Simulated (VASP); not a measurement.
Data:

```xyz
2
Lattice="2.8927 0.0000 0.0000 0.0000 2.8927 0.0000 0.0000 0.0000 2.8927" Properties=species:S:1:pos:R:3 pbc="T T T"
Al     1.4463     1.4463     1.4463
Ni     0.0000     0.0000     0.0000
```

Calculation: PBE GGA, VASP's PBE PAW potentials (set 64) (plane waves; VASP). Numerical set-up: 500 eV cut-off, 13×13×13 Γ-centred mesh, first-order Methfessel-Paxton smearing of 0.10 eV, potentials Al Ni.

Energy and stress use the plane-wave basis of the starting cell.

Q: The ions, cell shape and volume at an external pressure of 5.0 GPa are relaxed. Predict the relaxed structure.

A: 
```xyz
2
Lattice="2.8642 0.0000 0.0000 0.0000 2.8642 0.0000 0.0000 0.0000 2.8642" Properties=species:S:1:pos:R:3 pbc="T T T"
Al     1.4321     1.4321     1.4321
Ni     0.0000     0.0000     0.0000
```
Space group Pm-3m (221), at a tolerance of 0.03 Å.

Q: How do energy and volume change from the first to the last step?

A: The energy (σ→0) changes by +5.3 meV/atom and the volume by -2.9 %, in 3 ionic steps.

The compound is NiAl in the CsCl type structure. This run relaxes it under an external pressure of 5 GPa. Symmetry was kept, so distortions that lower it aren't found. The run is not spin-polarised, so no magnetic state was tried. The electron count is odd and the run is not spin-polarised, which forces a metal.
